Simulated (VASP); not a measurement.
Runs of VASP 6.6.1 on TaSbSe. All rows change the cell; the cell of one of them follows. It takes space group P4/mmm (No. 123, tetragonal). The conventional cell has a = 4.152 Å, b = 4.152 Å, c = 5.298 Å, α = 90.00°, β = 90.00°, γ = 90.00°. Ta (site symmetry 4/mmm) has 2 Sb at 2.65 Å and 4 Se at 2.94 Å as nearest neighbours. Sb (site symmetry 4/mmm) has 2 Ta at 2.65 Å as nearest neighbours. Se (site symmetry 4/mmm) is surrounded by 4 Ta at 2.94 Å. The cell was built by a generator and needn't be a form met in nature.

```tsv
task	cell	k mesh	cutoff (eV)	mesh quality	gap on the mesh (eV)	pressure (GPa)	relaxed volume (Å³/atom)
single point	random cell by space group and Wyckoff sites (P4/mmm, No. 123)	4 × 4 × 4	520	coarse	none	(a)	-
relaxation of cell and atoms	relaxed from: random cell by space group and Wyckoff sites (P4/mmm, No. 123)	12 × 12 × 8	600	not flagged	none	0.0	24.76
relaxation of cell and atoms	relaxed from: random cell by space group and Wyckoff sites (P4/mmm, No. 123)	4 × 4 × 4	600	coarse	none	0.1	24.63
single point	random cell by space group and Wyckoff sites (P4/mmm, No. 123)	12 × 12 × 8	520	not flagged	none	0.1	-
```

Alike in all rows: level PBE; potentials or basis VASP PAW PBE potentials, release 64 (Ta_pv, Sb, Se); no spin polarisation; smearing gaussian 0.1 eV.

Problem. Estimate the missing entries.

Solution. (a) -7.7.

Caveats: some runs use coarse meshes; the volume moved by over 15 % at a fixed basis, so the end points are rough (some runs).

A k mesh can miss the band edges, and the runs leave out spin-orbit coupling on Sb, Se, Ta.

A gap of «none» marks a metal or a gap under the smearing width.
